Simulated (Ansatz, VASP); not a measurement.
**Al3BAs2: VASP beside Ansatz**

File INCAR:

```
SYSTEM = Al3BAs2
ALGO = Normal
EDIFF = 1E-6
ENCUT = 520
GGA = PE
ISIF = 2
ISMEAR = 0
LASPH = .TRUE.
LCHARG = .FALSE.
LREAL = .FALSE.
LWAVE = .FALSE.
NBANDS = 20
NELM = 60
PREC = Accurate
SIGMA = 0.1
```

KPOINTS

```
k-points
0
G
  6 6 6
  0 0 0
```

File POSCAR:

```
Al3BAs2
1.0
    2.6720727900      1.5427219500      4.0884073200
   -2.6720727900      1.5427219500      4.0884073200
    0.0000000000     -3.0854438900      4.0884073200
Al B As
3 1 2
Direct
    0.0000000000      0.5000000000      0.0000000000
    0.5000000000      0.0000000000      0.0000000000
    0.0000000000      0.0000000000      0.5000000000
    0.0000000000      0.0000000000      0.0000000000
    0.6272294500      0.6272294500      0.6272294500
    0.3727705500      0.3727705500      0.3727705500
```

Input for Ansatz:

```yaml
crystal:
  lattice:
    - [2.67207279, 1.54272195, 4.08840732]
    - [-2.67207279, 1.54272195, 4.08840732]
    - [0.0, -3.08544389, 4.08840732]
  atoms:
    - { symbol: Al, position: [0.0, 0.5, 0.0] }
    - { symbol: Al, position: [0.5, 0.0, 0.0] }
    - { symbol: Al, position: [0.0, 0.0, 0.5] }
    - { symbol: B, position: [0.0, 0.0, 0.0] }
    - { symbol: As, position: [0.62722945, 0.62722945, 0.62722945] }
    - { symbol: As, position: [0.37277055, 0.37277055, 0.37277055] }
basis:
  ecutwfc: 420
kpoints:
  mp_grid: { grid: [6, 6, 6] }
hamiltonian:
  xc: pbe
scf:
  occupations: { method: gaussian, width: 0.1 }
  lower_state_search: "off"
output:
  forces: true
  stress: true
  eigenvalues: true
```

Change from the starting cell: species swapped into the Tb2FeCo3 type (R-3m, No. 166).

Alike in both runs: task single point; functional PBE; k mesh 6 × 6 × 6; occupations gaussian, width 0.1 eV; no spin polarisation.

|  | VASP | Ansatz |
| --- | --- | --- |
| version | VASP 6.6.1 | Ansatz 0.2.0 |
| potentials or method | VASP PAW PBE potentials, release 64 (Al, B, As) | scalar-relativistic, plane waves, PAW |
| plane-wave cutoff (eV) | 520 | 420 |
| valence electrons in the cell | 22 | 42 |

|  | VASP | Ansatz | Ansatz less VASP |
| --- | --- | --- | --- |
| gap on the k mesh at the Fermi level (eV) | none | none | - |
| pressure (GPa) | -5.0 | -5.0 | -0.01 |
| largest component of the traceless stress (GPa) | 6.40 | 6.43 | +0.023 |
| rms of the force components (eV/Å) | 0.055 | 0.054 | -0.0004 |

Atom by atom the forces differ by 0.000 eV/Å (rms over components). A gap of «none» marks a metal or a gap that the smearing closes. The two sets of potentials don't hold the same shells in valence.
